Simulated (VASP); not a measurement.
Calculation: PBEsol GGA, VASP's PBE PAW potentials (set 64) (plane waves; VASP).

VASP ran on this input.

### KPOINTS
```
Automatic mesh
0
Gamma
9 9 9
0 0 0
```

### INCAR
```
! general
SYSTEM   =  Ni3Si
PREC     =  Accurate
ENCUT    =  520
LREAL    =  .FALSE.
LASPH    =  .TRUE.

! electronic loop
EDIFF    =  1E-7
NELM     =  100
ALGO     =  Normal
LMAXMIX  =  4

! smearing
ISMEAR   =  1
SIGMA    =  0.1

! functional
GGA      =  PS

! ions
ISIF     =  2

! output
LWAVE    =  .FALSE.
LCHARG   =  .FALSE.
```

File POSCAR:
```
Ni3Si
1
    3.4628876299     0.0000000000     0.0000000000
    0.0000000000     3.4628876299     0.0000000000
    0.0000000000     0.0000000000     3.4628876299
Si Ni
1 3
Direct
  0.0000000000   0.0000000000   0.0000000000
  0.0000000000   0.5000000000   0.5000000000
  0.5000000000   0.0000000000   0.5000000000
  0.5000000000   0.5000000000   0.0000000000
```

POTCAR, in this order: Si Ni (PBE.64 set). Program: vasp_std.

What VASP printed:

OSZICAR:
```
       N       E                     dE             d eps       ncg     rms          rms(c)
DAV:   1     0.201450605445E+03    0.20145E+03   -0.15748E+04  1470   0.217E+03
DAV:   2    -0.189992583384E+02   -0.22045E+03   -0.21258E+03  1470   0.378E+02
DAV:   3    -0.302918490546E+02   -0.11293E+02   -0.10814E+02  1596   0.113E+02
DAV:   4    -0.305707620574E+02   -0.27891E+00   -0.27646E+00  1721   0.159E+01
DAV:   5    -0.305800898534E+02   -0.93278E-02   -0.93187E-02  1722   0.282E+00    0.215E+01
DAV:   6    -0.300215796957E+02    0.55851E+00   -0.62229E+01  1679   0.130E+02    0.170E+01
DAV:   7    -0.263731515499E+02    0.36484E+01   -0.17576E+01  1628   0.708E+01    0.437E+00
DAV:   8    -0.263146757498E+02    0.58476E-01   -0.75505E-01  1591   0.696E+00    0.150E+00
DAV:   9    -0.262948774198E+02    0.19798E-01   -0.36613E-02  1974   0.276E+00    0.572E-01
DAV:  10    -0.262922280900E+02    0.26493E-02   -0.34947E-03  1980   0.494E-01    0.235E-01
DAV:  11    -0.262917872506E+02    0.44084E-03   -0.69443E-04  2242   0.325E-01    0.554E-02
DAV:  12    -0.262917814012E+02    0.58495E-05   -0.10570E-04  1597   0.125E-01    0.156E-02
DAV:  13    -0.262917804729E+02    0.92826E-06   -0.69877E-06  1747   0.186E-02    0.921E-03
DAV:  14    -0.262917800287E+02    0.44423E-06   -0.70354E-07  1907   0.956E-03    0.292E-03
DAV:  15    -0.262917799702E+02    0.58455E-07   -0.24321E-07  1090   0.725E-03
   1 F= -.26291780E+02 E0= -.26291927E+02  d E =0.440495E-03
```

OUTCAR:
```
------------------------ aborting loop because EDIFF is reached ----------------------------------------
  FORCE on cell =-STRESS in cart. coord.  units (eV):
  Direction    XX          YY          ZZ          XY          YZ          ZX
  --------------------------------------------------------------------------------------
  Total       -0.0706578     -0.0706578     -0.0706578     -0.0000000     -0.0000000      0.0000000
  in kB       -2.7261861     -2.7261861     -2.7261861     -0.0000000     -0.0000000      0.0000000
  external PRESSURE =      -2.7261861 kB  Pullay stress =       0.0000000 kB
  volume of cell :       41.53
      direct lattice vectors                 reciprocal lattice vectors
     3.462887630  0.000000000  0.000000000     0.288776335  0.000000000  0.000000000
     0.000000000  3.462887630  0.000000000     0.000000000  0.288776335  0.000000000
     0.000000000  0.000000000  3.462887630     0.000000000  0.000000000  0.288776335
 POSITION                                       TOTAL-FORCE (eV/Angst)
 -----------------------------------------------------------------------------------
      0.00000      0.00000      0.00000         0.000000      0.000000      0.000000
      0.00000      1.73144      1.73144         0.000000      0.000000      0.000000
      1.73144      0.00000      1.73144         0.000000      0.000000      0.000000
      1.73144      1.73144      0.00000         0.000000      0.000000      0.000000
 -----------------------------------------------------------------------------------
    total drift:                                0.000000      0.000000      0.000000
  FREE ENERGIE OF THE ION-ELECTRON SYSTEM (eV)
  ---------------------------------------------------
  free  energy   TOTEN  =       -26.2917799702 eV

  energy  without entropy=      -26.2922204652  energy(sigma->0) =      -26.29192680
```
(Selected blocks of OUTCAR.)

File OUTCAR:
```
 val. band max:       11.0327467307   @ k =   0.1111   0.1111   0.0000

 cond. band min:      11.0732038857   @ k =   0.4444   0.4444   0.3333


 Fermi energy:        11.0576864044

 k-point     1 :       0.0000    0.0000    0.0000
  band No.  band energies     occupation
      1      -1.1552      2.00000
      2       5.9514      2.00000
      3       6.7759      2.00000
      4       6.7759      2.00000
      5       7.3239      2.00000
      6       7.3239      2.00000
      7       7.3239      2.00000
      8       9.4336      2.00000
      9       9.4336      2.00000
     10       9.4336      2.00000
     11      10.1430      2.00000
     12      10.1430      2.00000
     13      10.1430      2.00000
     14      10.4356      2.00000
     15      10.4356      2.00000
     16      10.7686      2.00034
     17      11.1093      0.24231
     18      11.1093      0.24231
     19      11.1093      0.24231
     20      16.2657      0.00000
     21      17.5724      0.00000

 k-point     2 :       0.1111    0.0000    0.0000
  band No.  band energies     occupation
      1      -1.0059      2.00000
      2       5.9752      2.00000
      3       6.5780      2.00000
      4       6.8828      2.00000
      5       7.3137      2.00000
      6       7.3137      2.00000
      7       7.3679      2.00000
      8       9.1674      2.00000
      9       9.1674      2.00000
     10       9.3847      2.00000
     11       9.7211      2.00000
     12      10.2454      2.00000
     13      10.2454      2.00000
     14      10.4381      2.00000
     15      10.4383      2.00000
     16      10.7052      2.00001
     17      11.1095      0.24068
     18      11.4048     -0.00001
     19      11.4048     -0.00001
     20      16.5382      0.00000
     21      17.5336      0.00000

 k-point     3 :       0.2222    0.0000    0.0000
  band No.  band energies     occupation
      1      -0.5691      2.00000
      2       5.5012      2.00000
      3       6.4538      2.00000
...
```

The compound is Ni3Si in the L1_2 structure. It was relaxed first. The run is not spin-polarised, so no magnetic state was tried.
